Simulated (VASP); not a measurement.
Consider the following.

```
Ni3Si
1.0
    3.53358     0.00000     0.00000
    0.00000     3.53358     0.00000
    0.00000     0.00000     3.53358
Si Ni
1 3
Direct
  0.00000   0.00000   0.00000
  0.00000   0.50000   0.50000
  0.50000   0.00000   0.50000
  0.50000   0.50000   0.00000
```

Computed with RPBE GGA, VASP's PBE PAW potentials (set 64) (plane waves; VASP 6.6.1). Numerical set-up: 520 eV cut-off, 10×10×10 Γ-centred mesh, tetrahedra with Blöchl corrections, potentials Si Ni.

The cores are frozen, which limits the accuracy of field gradients.

Give the principal components of the electric field gradient (V/Å²) and the asymmetry η at each nucleus.

```json
[
 {"atom": "Si1", "Vxx": "0.0", "Vyy": "0.0", "Vzz": "0.0", "η": "-"},
 {"atom": "Ni2", "Vxx": "21.2", "Vyy": "21.2", "Vzz": "-42.3", "η": "0.00"},
 {"atom": "Ni3", "Vxx": "21.2", "Vyy": "21.2", "Vzz": "-42.3", "η": "0.00"},
 {"atom": "Ni4", "Vxx": "21.2", "Vyy": "21.2", "Vzz": "-42.3", "η": "0.00"}
]
```

The compound is Ni3Si in the L1_2 structure. It was relaxed first. The run is not spin-polarised, so no magnetic state was tried.
